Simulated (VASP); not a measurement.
Calculation: PBE GGA + U (Dudarev), VASP's PBE PAW potentials (set 64) (plane waves; VASP).

Input for VASP

INCAR:
```
LMAXMIX=4
ISIF=2   # forces and stress, cell fixed
LWAVE=F
SIGMA=0.1   # width (eV)
LDAU=T
PREC=Accurate
LCHARG=F
ENCUT=400   # plane-wave cut-off (eV)
LORBIT=10
EDIFF=1E-6   # SCF stop (eV)
LREAL=F
ALGO=Normal
LDAUPRINT=1
SYSTEM=FeAl
LDAUU=0 2.0
NELM=100
LDAUJ=0 0
LDAUL=-1 2
ISMEAR=1   # Methfessel-Paxton
LASPH=T   # aspherical one-centre terms
LDAUTYPE=2   # Dudarev
GGA=PE   # PBE
```

**KPOINTS**
```
Automatic mesh
0
Gamma
11 12 11
0 0 0
```

File POSCAR:
```
FeAl
1
    2.9102120000     0.0000000000     0.0000000000
    0.0000000000     2.8524460000     0.0000000000
    0.0000000000     0.0000000000     2.8970010000
Al Fe
1 1
Direct
  0.5000000000   0.5000000000   0.5000000000
  0.0093600000   0.0000000000   0.0000000000
```

POTCAR, in this order: Al Fe (PBE.64 set). Program: vasp_std.

The resulting files:

OUTCAR:
```
 ion  position               nearest neighbor table
   1  0.500  0.500  0.500-   2 2.48   2 2.48   2 2.48   2 2.48   2 2.52   2 2.52   2 2.52   2 2.52
  LATTYP: Found a simple orthorhombic cell.
 ALAT       =     2.8524460000
 B/A-ratio  =     1.0156199276
 C/A-ratio  =     1.0202513913
 Subroutine PRICEL returns:
 Original cell was already a primitive cell.
 Subroutine GETGRP returns: Found  4 space group operations
The static configuration has the point symmetry C_2v.
The dynamic configuration has the point symmetry C_2v.
 Subroutine INISYM returns: Found  4 space group operations
 Subroutine IBZKPT returns following result:
 Found    252 irreducible k-points:

 Following reciprocal coordinates:
            Coordinates               Weight
  0.000000  0.000000  0.000000      1.000000
  0.090909  0.000000  0.000000      2.000000
  0.181818  0.000000  0.000000      2.000000
  0.272727  0.000000  0.000000      2.000000
  0.363636  0.000000  0.000000      2.000000
  0.454545  0.000000  0.000000      2.000000
  0.000000  0.083333  0.000000      2.000000
  0.090909  0.083333  0.000000      4.000000
  0.181818  0.083333  0.000000      4.000000
  0.272727  0.083333  0.000000      4.000000
  0.363636  0.083333  0.000000      4.000000
  0.454545  0.083333  0.000000      4.000000
  0.000000  0.166667  0.000000      2.000000
  0.090909  0.166667  0.000000      4.000000
  0.181818  0.166667  0.000000      4.000000
  0.272727  0.166667  0.000000      4.000000
  0.363636  0.166667  0.000000      4.000000
  0.454545  0.166667  0.000000      4.000000
  0.000000  0.250000  0.000000      2.000000
  0.090909  0.250000  0.000000      4.000000
  0.181818  0.250000  0.000000      4.000000
  0.272727  0.250000  0.000000      4.000000
  0.363636  0.250000  0.000000      4.000000
...
```

**OSZICAR**
```
       N       E                     dE             d eps       ncg     rms          rms(c)
DAV:   1     0.290002793148E+02    0.29000E+02   -0.43079E+03  4568   0.992E+02
DAV:   2    -0.110501940084E+02   -0.40050E+02   -0.38601E+02  4556   0.169E+02
DAV:   3    -0.120518098960E+02   -0.10016E+01   -0.98846E+00  5465   0.359E+01
DAV:   4    -0.120701629425E+02   -0.18353E-01   -0.18338E-01  5911   0.437E+00
DAV:   5    -0.120704623254E+02   -0.29938E-03   -0.29937E-03  5559   0.461E-01    0.132E+01
DAV:   6    -0.138931836939E+02   -0.18227E+01   -0.65481E+01  5134   0.127E+02    0.168E+01
DAV:   7    -0.104267188472E+02    0.34665E+01   -0.32176E+01  4910   0.793E+01    0.234E+00
DAV:   8    -0.104246529347E+02    0.20659E-02   -0.18608E-01  5061   0.524E+00    0.135E+00
DAV:   9    -0.104358076943E+02   -0.11155E-01   -0.40323E-02  6361   0.293E+00    0.411E-01
DAV:  10    -0.104391868944E+02   -0.33792E-02   -0.55254E-03  6624   0.879E-01    0.187E-01
DAV:  11    -0.104402250982E+02   -0.10382E-02   -0.18330E-03  6149   0.411E-01    0.410E-02
DAV:  12    -0.104402536166E+02   -0.28518E-04   -0.59208E-05  6072   0.826E-02    0.256E-02
DAV:  13    -0.104402541415E+02   -0.52491E-06   -0.36111E-06  3748   0.251E-02
   1 F= -.10440254E+02 E0= -.10440541E+02  d E =0.859489E-03
```

**OUTCAR**
```
------------------------ aborting loop because EDIFF is reached ----------------------------------------
  FORCE on cell =-STRESS in cart. coord.  units (eV):
  Direction    XX          YY          ZZ          XY          YZ          ZX
  --------------------------------------------------------------------------------------
  Total       -0.9123857     -0.5177131     -0.8268911      0.0000000      0.0000000      0.0000000
  in kB      -60.7852707    -34.4912594    -55.0894222      0.0000000      0.0000000      0.0000000
  external PRESSURE =     -50.1219841 kB  Pullay stress =       0.0000000 kB
  volume of cell :       24.05
      direct lattice vectors                 reciprocal lattice vectors
     2.910212000  0.000000000  0.000000000     0.343617578  0.000000000  0.000000000
     0.000000000  2.852446000  0.000000000     0.000000000  0.350576312  0.000000000
     0.000000000  0.000000000  2.897001000     0.000000000  0.000000000  0.345184555
 POSITION                                       TOTAL-FORCE (eV/Angst)
 -----------------------------------------------------------------------------------
      1.45511      1.42622      1.44850         0.200339      0.000000      0.000000
      0.02724      0.00000      0.00000        -0.200339      0.000000      0.000000
 -----------------------------------------------------------------------------------
    total drift:                                0.000257      0.000000      0.000004
  FREE ENERGIE OF THE ION-ELECTRON SYSTEM (eV)
  ---------------------------------------------------
  free  energy   TOTEN  =       -10.4402541415 eV

  energy  without entropy=      -10.4411136302  energy(sigma->0) =      -10.44054064

 total charge

# of ion       s       p       d       tot
------------------------------------------
    1        0.397   0.427   0.000   0.823
    2        0.423   0.475   6.548   7.446
--------------------------------------------------
tot          0.820   0.901   6.548   8.270
```
(Selected blocks of OUTCAR.)

The compound is FeAl in the CsCl type structure. The cell was not relaxed at this level, atoms are displaced from their ideal sites. The run is one of a series of settings (LDAU = .TRUE., LDAUJ = 0 0, LDAUL = -1 2, LDAUTYPE = 2, LDAUU = 0 2.0 against the base run), some of them coarse on purpose. The run is not spin-polarised, so no magnetic state was tried. The electron count is odd and the run is not spin-polarised, which forces a metal.
